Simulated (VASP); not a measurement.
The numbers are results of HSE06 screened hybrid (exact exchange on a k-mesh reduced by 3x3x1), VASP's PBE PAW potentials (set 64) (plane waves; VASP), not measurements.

A VASP calculation is set up with these files.

**INCAR**
```
SYSTEM = Bi2Se3 monolayer
PREC = Normal
ENCUT = 400
EDIFF = 1E-5
NELM = 50
ALGO = Normal
LREAL = .FALSE.
LASPH = .TRUE.
ISMEAR = 0
SIGMA = 0.05
GGA = PE
LMAXMIX = 4
LWAVE = .FALSE.
LCHARG = .FALSE.
NELMIN = 4
HFSCREEN = 0.2
AEXX = 0.25
LHFCALC = .TRUE.
PRECFOCK = Fast
ISYM = 3
ISIF = 0
LVHAR = .TRUE.
NKREDX = 3
NKREDY = 3
```

**POSCAR**
```
Bi2Se3 monolayer
1.0
  4.1896549028   0.0000000000   0.0000000000
 -2.0948274514   3.6283475307   0.0000000000
  0.0000000000   0.0000000000  24.5759887587
Bi Se
2 3
Direct
  0.3333330000   0.6666670000   0.4207186409
  0.0000000000   0.0000000000   0.5792813591
  0.0000000000   0.0000000000   0.3572348404
  0.6666670000   0.3333330000   0.5000000000
  0.3333330000   0.6666670000   0.6427651596
```

**KPOINTS**
```
Automatic
0
G
12 12 1
```

POTCAR, in this order: Bi_d Se (PBE.64 set). Program: vasp_std. Read from the step before: WAVECAR.

Exact exchange is summed on a reduced mesh (NKRED).

### Question
What does the run give for the energy per atom (σ→0), largest force?

### Answer

```json
{
  "energy per atom (σ→0)": "-4.894 eV/atom",
  "largest_force": "0.01292 Ry/bohr"
}
```

File OSZICAR:
```
...
DAV:   2    -0.244759390492E+02   -0.19012E-01   -0.11113E-01  1220   0.174E+00    0.155E+00
DAV:   3    -0.244719260932E+02    0.40130E-02   -0.11176E-02  1380   0.585E-01    0.935E-01
DAV:   4    -0.244711717332E+02    0.75436E-03   -0.27123E-03  1164   0.257E-01    0.543E-01
DAV:   5    -0.244709711522E+02    0.20058E-03   -0.80136E-04  1244   0.162E-01    0.298E-01
DAV:   6    -0.244709234914E+02    0.47661E-04   -0.27364E-04  1068   0.907E-02    0.156E-01
DAV:   7    -0.244709097033E+02    0.13788E-04   -0.33060E-05  1028   0.381E-02    0.841E-02
DAV:   8    -0.244709151351E+02   -0.54317E-05   -0.19994E-05   960   0.248E-02
   1 F= -.24470915E+02 E0= -.24470915E+02  d E =-.121319E-11
```

The cell is a sheet with vacuum, built from Bi2Se3 (tetradymite). The cell's shape comes from a PBE relaxation.
